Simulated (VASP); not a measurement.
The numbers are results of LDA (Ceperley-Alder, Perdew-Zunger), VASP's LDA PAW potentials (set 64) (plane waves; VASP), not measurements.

The input files of a VASP run:

INCAR:
```
NSW  =  40   ! most ionic steps
LMAXMIX  =  4
ISIF  =  3   ! ions, shape and volume
PSTRESS  =  200   ! kbar
EDIFF  =  1E-6
SYSTEM  =  Ag
EDIFFG  =  -0.02   ! ionic stop
NELM  =  100
LCHARG  =  F
ALGO  =  Normal
LREAL  =  F   ! projection in real space or not
PREC  =  Accurate
IBRION  =  2
SIGMA  =  0.1   ! width (eV)
ISMEAR  =  1   ! Methfessel-Paxton
LWAVE  =  F
ENCUT  =  500   ! plane-wave cut-off (eV)
LASPH  =  T
```

KPOINTS:
```
Automatic
0
G
16 16 16
```

POSCAR:
```
Ag
1
   -0.0000000000     1.9313881085     1.9313881085
    1.9313881085     0.0000000000     1.9313881085
    1.9313881085     1.9313881085    -0.0000000000
Ag
1
Direct
  1.0000000000   1.0000000000   1.0000000000
```

POTCAR, in this order: Ag (LDA.64 set). Program: vasp_std.

Output

### OSZICAR
```
       N       E                     dE             d eps       ncg     rms          rms(c)
DAV:   1     0.425974186202E+02    0.42597E+02   -0.57413E+03  2658   0.110E+03
DAV:   2    -0.368956818406E+01   -0.46287E+02   -0.44222E+02  2696   0.211E+02
DAV:   3    -0.404310276721E+01   -0.35353E+00   -0.35347E+00  3073   0.224E+01
DAV:   4    -0.404380793521E+01   -0.70517E-03   -0.70516E-03  2954   0.913E-01
DAV:   5    -0.404381148316E+01   -0.35479E-05   -0.35479E-05  2848   0.591E-02    0.880E+00
DAV:   6    -0.372031744695E+01    0.32349E+00   -0.13095E+00  2649   0.128E+01    0.514E+00
DAV:   7    -0.369849443980E+01    0.21823E-01   -0.28724E-02  2815   0.178E+00    0.255E+00
DAV:   8    -0.369232652638E+01    0.61679E-02   -0.12609E-03  2633   0.453E-01    0.113E-01
DAV:   9    -0.369234251701E+01   -0.15991E-04   -0.70016E-06  3140   0.275E-02    0.137E-02
DAV:  10    -0.369234255925E+01   -0.42239E-07   -0.22446E-06  2771   0.137E-02
   1 F= -.18936453E+01 E0= -.18935867E+01  d E =-.189365E+01
```

File OUTCAR:
```
------------------------ aborting loop because EDIFF is reached ----------------------------------------
  FORCE on cell =-STRESS in cart. coord.  units (eV):
  Direction    XX          YY          ZZ          XY          YZ          ZX
  --------------------------------------------------------------------------------------
  Total        1.7988444      1.7988444      1.7988444      0.0000000      0.0000000     -0.0000000
  in kB      200.0163632    200.0163632    200.0163632      0.0000000      0.0000000     -0.0000000
  external PRESSURE =       0.0163632 kB  Pullay stress =     200.0000000 kB
  volume of cell :       14.41
      direct lattice vectors                 reciprocal lattice vectors
     0.000000000  1.931388108  1.931388108    -0.258881163  0.258881163  0.258881163
     1.931388108  0.000000000  1.931388108     0.258881163 -0.258881163  0.258881163
     1.931388108  1.931388108  0.000000000     0.258881163  0.258881163 -0.258881163
 POSITION                                       TOTAL-FORCE (eV/Angst)
 -----------------------------------------------------------------------------------
      0.00000      0.00000      0.00000         0.000000      0.000000      0.000000
 -----------------------------------------------------------------------------------
    total drift:                               -0.000000     -0.000000     -0.000000
  FREE ENERGIE OF THE ION-ELECTRON SYSTEM (eV)
  ---------------------------------------------------
  free  energy   TOTEN  =        -3.6923425593 eV

  energy  without entropy=       -3.6921668392  energy(sigma->0) =       -3.69228399
  enthalpy is  TOTEN    =        -1.8936453189 eV   P V=        1.7986972404

 reached required accuracy - stopping structural energy minimisation
```
(Selected blocks of OUTCAR.)

The compound is Ag in the fcc structure. It was relaxed first under an external pressure of 20 GPa.
